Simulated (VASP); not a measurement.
The input files of a VASP run:

**INCAR**
```
ALGO = Normal
EDIFF = 1E-6
EDIFFG = -0.02
ENCUT = 400
IBRION = 2
ISIF = 3
ISMEAR = 1
LASPH = .TRUE.
LCHARG = .FALSE.
LMAXMIX = 6
LREAL = .FALSE.
LWAVE = .FALSE.
NELM = 100
NSW = 60
PREC = Accurate
SIGMA = 0.1
SYSTEM = TaS2
```

**KPOINTS**
```
Automatic mesh
0
Gamma
10 10 10
0 0 0
```

File POSCAR:
```
TaS2
1
    1.6361470679     0.9446301481     5.8984010991
   -1.6361470679     0.9446301481     5.8984010991
    0.0000000000    -1.8892602962     5.8984010991
Ta S
1 2
Direct
  0.8333109215   0.8333109215   0.8333109215
  0.4120594235   0.4120594235   0.4120594235
  0.5876336550   0.5876336550   0.5876336550
```

POTCAR, in this order: Ta_pv S (LDA.64 set). Program: vasp_std.

Task: Write an equivalent input for Quantum ESPRESSO's pw.x.

Result: One equivalent input (not run):
```
&CONTROL
  calculation = 'vc-relax'
  pseudo_dir = './pseudo'
  outdir = './out'
  tprnfor = .true.
  tstress = .true.
  nstep = 60
  forc_conv_thr = 0.00078
/
&SYSTEM
  ibrav = 0
  nat = 3
  ntyp = 2
  ecutwfc = 58
  occupations = 'smearing'
  smearing = 'methfessel-paxton'
  degauss = 0.00735
  input_dft = 'pz'
/
&ELECTRONS
  conv_thr = 7.3e-08
  electron_maxstep = 100
/
&IONS
/
&CELL
/
ATOMIC_SPECIES
  Ta 180.948 Ta.upf
  S 32.060 S.upf
CELL_PARAMETERS angstrom
     1.6361471    0.9446301    5.8984011
    -1.6361471    0.9446301    5.8984011
     0.0000000   -1.8892603    5.8984011
ATOMIC_POSITIONS crystal
  Ta   0.8333109  0.8333109  0.8333109
  S    0.4120594  0.4120594  0.4120594
  S    0.5876337  0.5876337  0.5876337
K_POINTS automatic
  10 10 10 0 0 0
```
What does not carry over: the potentials are each code's own (VASP's PAW set, PseudoDojo norm-conserving files in pw.x), so ENCUT and ecutwfc are chosen apart and not converted; conv_thr bounds pw.x's estimated SCF error, while EDIFF bounds the energy change between steps; forc_conv_thr acts on force components and is met together with etot_conv_thr.

The structure comes from a computed database's TaS2 entry (R3m); how it stands against other phases isn't given here. This run relaxes it. Symmetry was kept, so distortions that lower it aren't found. The start is the result of an earlier pass.
